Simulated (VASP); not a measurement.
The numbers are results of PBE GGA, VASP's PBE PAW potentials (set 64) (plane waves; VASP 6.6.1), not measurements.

VASP input:

File POSCAR:
```
Pt
1.0
  0.0000000000   1.9600000000   1.9600000000
  1.9600000000   0.0000000000   1.9600000000
  1.9600000000   1.9600000000   0.0000000000
Pt
1
Cartesian
  0.0000000000   0.0000000000   0.0000000000
```

INCAR:
```
SYSTEM = Pt
PREC = Accurate
ENCUT = 400
EDIFF = 1E-6
NELM = 100
ALGO = Normal
LREAL = .FALSE.
LASPH = .TRUE.
ISMEAR = 1
SIGMA = 0.1
GGA = PE
LMAXMIX = 6
LWAVE = .FALSE.
LCHARG = .FALSE.
IBRION = 2
ISIF = 3
NSW = 60
EDIFFG = -0.01
```

### KPOINTS
```
Automatic
0
Gamma
  14 14 14
```

POTCAR, in this order: Pt (PBE.64 set). Program: vasp_std.

The resulting files:

File OSZICAR:
```
       N       E                     dE             d eps       ncg     rms          rms(c)
DAV:   1     0.243778462927E+02    0.24378E+02   -0.47411E+03  2216   0.814E+02
DAV:   2    -0.623184211985E+01   -0.30610E+02   -0.28669E+02  1953   0.156E+02
DAV:   3    -0.646350797895E+01   -0.23167E+00   -0.22853E+00  2157   0.138E+01
DAV:   4    -0.646431269305E+01   -0.80471E-03   -0.80469E-03  2110   0.865E-01
DAV:   5    -0.646431813558E+01   -0.54425E-05   -0.54409E-05  2161   0.667E-02    0.129E+01
DAV:   6    -0.613255089526E+01    0.33177E+00   -0.84777E-01  1908   0.842E+00    0.687E+00
DAV:   7    -0.609225035723E+01    0.40301E-01   -0.15845E-01  1999   0.354E+00    0.251E+00
DAV:   8    -0.608872716863E+01    0.35232E-02   -0.50203E-03  2012   0.692E-01    0.464E-01
DAV:   9    -0.608861040770E+01    0.11676E-03   -0.43908E-05  1976   0.709E-02    0.177E-02
DAV:  10    -0.608861537518E+01   -0.49675E-05   -0.20007E-06  2172   0.133E-02    0.196E-03
DAV:  11    -0.608861544225E+01   -0.67071E-07   -0.38722E-08  1004   0.196E-03
   1 F= -.60886154E+01 E0= -.60887264E+01  d E =-.608862E+01
       N       E                     dE             d eps       ncg     rms          rms(c)
DAV:   1    -0.755941290937E+01   -0.14708E+01   -0.35168E+01  1896   0.616E+01    0.822E+00
DAV:   2    -0.604716911031E+01    0.15122E+01   -0.55428E+00  1875   0.193E+01    0.467E+00
DAV:   3    -0.600086589755E+01    0.46303E-01   -0.23226E-01  1990   0.381E+00    0.303E+00
DAV:   4    -0.600463702408E+01   -0.37711E-02   -0.11427E-02  2031   0.549E-01    0.704E-01
DAV:   5    -0.600533732446E+01   -0.70030E-03   -0.71105E-04  2354   0.200E-01    0.669E-02
DAV:   6    -0.600539303301E+01   -0.55709E-04   -0.20246E-05  2127   0.366E-02    0.435E-03
DAV:   7    -0.600539265881E+01    0.37420E-06   -0.55526E-07  1318   0.553E-03
   2 F= -.60053927E+01 E0= -.60055018E+01  d E =0.832228E-01
       N       E                     dE             d eps       ncg     rms          rms(c)
DAV:   1    -0.689886659407E+01   -0.89347E+00   -0.18088E+01  1905   0.444E+01    0.656E+00
DAV:   2    -0.614427636312E+01    0.75459E+00   -0.22164E+00  1876   0.132E+01    0.154E+00
DAV:   3    -0.610119401503E+01    0.43082E-01   -0.22839E-01  1943   0.390E+00    0.863E-01
DAV:   4    -0.610310901608E+01   -0.19150E-02   -0.30818E-03  2169   0.458E-01    0.393E-01
DAV:   5    -0.610411912861E+01   -0.10101E-02   -0.14645E-03  2153   0.239E-01    0.153E-02
DAV:   6    -0.610415146245E+01   -0.32334E-04   -0.20093E-05  2389   0.374E-02    0.110E-02
DAV:   7    -0.610415206178E+01   -0.59933E-06   -0.72366E-07  1515   0.661E-03
   3 F= -.61041521E+01 E0= -.61042741E+01  d E =-.155366E-01
       N       E                     dE             d eps       ncg     rms          rms(c)
DAV:   1    -0.610427859567E+01   -0.12713E-03   -0.25223E-03  1908   0.530E-01    0.689E-02
DAV:   2    -0.610417572873E+01    0.10287E-03   -0.31294E-04  1884   0.154E-01    0.271E-02
DAV:   3    -0.610417079613E+01    0.49326E-05   -0.30116E-05  1913   0.449E-02    0.154E-02
DAV:   4    -0.610417205685E+01   -0.12607E-05   -0.10705E-06  1833   0.768E-03    0.472E-04
DAV:   5    -0.610417209245E+01   -0.35601E-07   -0.16933E-08   941   0.120E-03
   4 F= -.61041721E+01 E0= -.61042939E+01  d E =-.155567E-01
```

OUTCAR:
```
------------------------ aborting loop because EDIFF is reached ----------------------------------------
  FORCE on cell =-STRESS in cart. coord.  units (eV):
  Direction    XX          YY          ZZ          XY          YZ          ZX
  --------------------------------------------------------------------------------------
  Total       -0.0032084     -0.0032084     -0.0032084      0.0000000      0.0000000     -0.0000000
  in kB       -0.3296215     -0.3296215     -0.3296215      0.0000000      0.0000000     -0.0000000
  external PRESSURE =      -0.3296215 kB  Pullay stress =       0.0000000 kB
  volume of cell :       15.60
      direct lattice vectors                 reciprocal lattice vectors
     0.000000000  1.982981526  1.982981526    -0.252145566  0.252145566  0.252145566
     1.982981526 -0.000000000  1.982981526     0.252145566 -0.252145566  0.252145566
     1.982981526  1.982981526  0.000000000     0.252145566  0.252145566 -0.252145566
 POSITION                                       TOTAL-FORCE (eV/Angst)
 -----------------------------------------------------------------------------------
      0.00000      0.00000      0.00000        -0.000000     -0.000000      0.000000
 -----------------------------------------------------------------------------------
    total drift:                               -0.000000      0.000000     -0.000000
  FREE ENERGIE OF THE ION-ELECTRON SYSTEM (eV)
  ---------------------------------------------------
  free  energy   TOTEN  =        -6.1041720924 eV

  energy  without entropy=       -6.1045374561  energy(sigma->0) =       -6.10429388

 reached required accuracy - stopping structural energy minimisation
```
(Selected blocks of OUTCAR.)

**CONTCAR**
```
Pt
   1.00000000000000
     0.0000000000000000    1.9829815257670218    1.9829815257670218
     1.9829815257670218   -0.0000000000000000    1.9829815257670218
     1.9829815257670218    1.9829815257670218    0.0000000000000000
  Pt
     1
Direct
     0.0000000000000000    0.0000000000000000    0.0000000000000000
```

OUTCAR:
```
 val. band max:       10.6015208315   @ k =   0.5000   0.3571   0.0714

 cond. band min:      10.6224069494   @ k =   0.4286   0.1429   0.0000


 Fermi energy:        10.6090209911

 k-point     1 :       0.0000    0.0000    0.0000
  band No.  band energies     occupation
      1       0.7872      2.00000
      2       7.0419      2.00000
      3       7.0419      2.00000
      4       7.0419      2.00000
      5       9.0825      2.00000
      6       9.0825      2.00000
      7      25.3591      0.00000
      8      30.1392      0.00000
      9      30.1392      0.00000

 k-point     2 :       0.0714    0.0000    0.0000
  band No.  band energies     occupation
      1       0.9854      2.00000
      2       6.9571      2.00000
      3       7.1188      2.00000
      4       7.1188      2.00000
      5       9.0413      2.00000
      6       9.0413      2.00000
      7      25.6577      0.00000
      8      29.1125      0.00000
      9      30.4365      0.00000

 k-point     3 :       0.1429    0.0000    0.0000
  band No.  band energies     occupation
      1       1.5501      2.00000
      2       6.7634      2.00000
      3       7.2976      2.00000
      4       7.2976      2.00000
      5       8.9812      2.00000
      6       8.9812      2.00000
      7      26.3888      0.00000
      8      27.1733      0.00000
      9      31.2783      0.00000

 k-point     4 :       0.2143    0.0000    0.0000
  band No.  band energies     occupation
      1       2.3634      2.00000
      2       6.6452      2.00000
      3       7.4136      2.00000
      4       7.4136      2.00000
      5       9.0879      2.00000
      6       9.0879      2.00000
      7      24.9412      0.00000
      8      27.0154      0.00000
      9      32.4595      0.00000

 k-point     5 :       0.2857    0.0000    0.0000
  band No.  band energies     occupation
      1       3.1415      2.00000
      2       6.9362      2.00000
      3       7.3408      2.00000
...
```

Energy and stress use the plane-wave basis of the starting cell. Unless said otherwise, spin-orbit coupling is left out, though it shifts the bands of the heavy elements here.

The compound is Pt in the fcc structure. This run relaxes it. Symmetry was kept, so distortions that lower it aren't found.
